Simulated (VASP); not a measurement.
A convergence study with VASP on V (bcc): one setting is varied, all else stays as given below, so the limit is that of these other settings. Each run relaxes cell and ions from the cell shown.

```
V
1.0
   -1.51500     1.51500     1.51500
    1.51500    -1.51500     1.51500
    1.51500     1.51500    -1.51500
V
1
Direct
  0.00000   0.00000   0.00000
```

All values below come from PBEsol GGA, VASP's PBE PAW potentials (set 64) (plane waves; VASP). The tightest run used: 550 eV cut-off, 22×22×22 Γ-centred mesh, first-order Methfessel-Paxton smearing of 0.10 eV, potentials V_sv.

Q: The settings run are 2×2×2 mesh; 3×3×3 mesh; 4×4×4 mesh; 5×5×5 mesh; 6×6×6 mesh; 7×7×7 mesh; 8×8×8 mesh; 9×9×9 mesh; 10×10×10 mesh; 11×11×11 mesh; 12×12×12 mesh; 13×13×13 mesh; 15×15×15 mesh; 16×16×16 mesh; 17×17×17 mesh; 18×18×18 mesh; 19×19×19 mesh; 20×20×20 mesh; 21×21×21 mesh; 22×22×22 mesh. From which on does the relaxed volume stay within 0.05 Å³/atom of the tightest run?

A: From 11×11×11 mesh on: it is off by 0.021 there and by no more than 0.05 in any finer run, while 10×10×10 mesh is off by 0.108.
| setting | relaxed volume (Å³/atom) | E (eV/atom) | irreducible k-points | difference judged (Å³/atom) |
|---|---|---|---|---|
| 2×2×2 mesh | 11.237 | -10.2316 | 3 | 1.718 |
| 3×3×3 mesh | 12.968 | -9.7300 | 4 | 0.013 |
| 4×4×4 mesh | 12.960 | -9.7367 | 8 | 0.005 |
| 5×5×5 mesh | 13.162 | -9.5803 | 10 | 0.207 |
| 6×6×6 mesh | 13.070 | -9.5544 | 16 | 0.115 |
| 7×7×7 mesh | 13.034 | -9.6397 | 20 | 0.080 |
| 8×8×8 mesh | 12.859 | -9.6532 | 29 | 0.095 |
| 9×9×9 mesh | 12.844 | -9.6315 | 35 | 0.110 |
| 10×10×10 mesh | 13.062 | -9.6293 | 47 | 0.108 |
| 11×11×11 mesh | 12.975 | -9.6330 | 56 | 0.021 |
| 12×12×12 mesh | 12.947 | -9.6262 | 72 | 0.008 |
| 13×13×13 mesh | 12.964 | -9.6327 | 84 | 0.010 |
| 15×15×15 mesh | 12.946 | -9.6389 | 120 | 0.008 |
| 16×16×16 mesh | 12.955 | -9.6308 | 145 | 0.001 |
| 17×17×17 mesh | 12.966 | -9.6316 | 165 | 0.012 |
| 18×18×18 mesh | 12.953 | -9.6351 | 195 | 0.001 |
| 19×19×19 mesh | 12.950 | -9.6359 | 220 | 0.004 |
| 20×20×20 mesh | 12.963 | -9.6351 | 256 | 0.009 |
| 21×21×21 mesh | 12.960 | -9.6346 | 286 | 0.005 |
| 22×22×22 mesh | 12.954 | -9.6341 | 328 | 0.000 |

VASP warned of too few bands at 2×2×2 mesh.

Left out are rungs that failed or repeat a setting and relaxations that didn't move; long series are thinned to 24 rows.

The compound is V in the bcc structure. The run is not spin-polarised, so no magnetic state was tried. VASP warned that the highest band is occupied, so more bands are needed.
